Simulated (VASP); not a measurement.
An input for Quantum ESPRESSO's pw.x (written as the equivalent of a VASP run, and not itself run):

```
&CONTROL
  calculation = 'vc-relax'
  pseudo_dir = './pseudo'
  outdir = './out'
  tprnfor = .true.
  tstress = .true.
  nstep = 60
  forc_conv_thr = 0.00078
/
&SYSTEM
  ibrav = 0
  nat = 4
  ntyp = 2
  ecutwfc = 102
  occupations = 'smearing'
  smearing = 'gaussian'
  degauss = 0.003675
  input_dft = 'vdw-df2-b86r'
/
&ELECTRONS
  conv_thr = 7.3e-08
  electron_maxstep = 100
/
&IONS
/
&CELL
/
ATOMIC_SPECIES
  Cd 112.414 Cd.upf
  S 32.060 S.upf
CELL_PARAMETERS angstrom
     2.0700000   -3.5853450    0.0000000
     2.0700000    3.5853450    0.0000000
     0.0000000    0.0000000    6.7200000
ATOMIC_POSITIONS crystal
  Cd   0.6666670  0.3333330  0.5000000
  Cd   0.3333330  0.6666670  0.0000000
  S    0.6666670  0.3333330  0.8770000
  S    0.3333330  0.6666670  0.3770000
K_POINTS automatic
  6 6 3 0 0 0
```

**Question.** Translate this input to VASP (INCAR, KPOINTS, POSCAR, choice of POTCAR).

**Answer.** This is not unique; one that fits is 
**POSCAR**
```
CdS
1
    2.0700000000    -3.5853450000     0.0000000000
    2.0700000000     3.5853450000     0.0000000000
    0.0000000000     0.0000000000     6.7200000000
Cd S
2 2
Direct
  0.6666670000   0.3333330000   0.5000000000
  0.3333330000   0.6666670000   0.0000000000
  0.6666670000   0.3333330000   0.8770000000
  0.3333330000   0.6666670000   0.3770000000
```

KPOINTS:
```
Automatic mesh
0
Gamma
6 6 3
0 0 0
```

### INCAR
```
SYSTEM=CdS
PREC=Accurate; ENCUT=520; LREAL=.FALSE.
LASPH=.TRUE.
EDIFF=1E-6; NELM=100; ALGO=Normal
LMAXMIX=4
ISMEAR=0; SIGMA=0.05
GGA=MK; LUSE_VDW=.TRUE.; AGGAC=0.0
PARAM1=0.1234568; PARAM2=0.7114; ZAB_VDW=-1.8867
IBRION=2; NSW=60; ISIF=3
EDIFFG=-0.02
LWAVE=.FALSE.; LCHARG=.FALSE.
```

POTCAR, in this order: Cd S (PBE.64 set). Program: vasp_std.

Limits of the translation: the potentials are each code's own (VASP's PAW set, PseudoDojo norm-conserving files in pw.x), so ENCUT and ecutwfc are chosen apart and not converted; conv_thr bounds pw.x's estimated SCF error, while EDIFF bounds the energy change between steps; forc_conv_thr acts on force components and is met together with etot_conv_thr.

The compound is CdS in the wurtzite structure. This run relaxes it. Symmetry was kept, so distortions that lower it aren't found. The start is the result of an earlier pass.
